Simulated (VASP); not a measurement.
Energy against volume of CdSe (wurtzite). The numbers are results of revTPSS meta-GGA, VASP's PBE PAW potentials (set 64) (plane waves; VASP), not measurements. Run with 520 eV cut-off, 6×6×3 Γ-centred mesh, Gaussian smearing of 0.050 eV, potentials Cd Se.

Shape and ions are relaxed at each volume.

| V (Å³/atom) | E (eV/atom) |
|---|---|
| 27.448 | 9.32087 |
| 28.324 | 9.30760 |
| 29.200 | 9.30356 |
| 30.076 | 9.30730 |

Task: Fit these four points and predict the energy of the run at 30.952 Å³/atom.

Result: A cubic in V^(−2/3), the third-order Birch-Murnaghan form, passes through the four points with V0 = 29.19 Å³/atom and B0 = 47 GPa, and gives 9.3176 eV/atom there. The run gave 9.3176 eV/atom, +0.0 meV/atom from the fit; all five points give B0 = 47 GPa.

The compound is CdSe in the wurtzite structure. It was relaxed first.
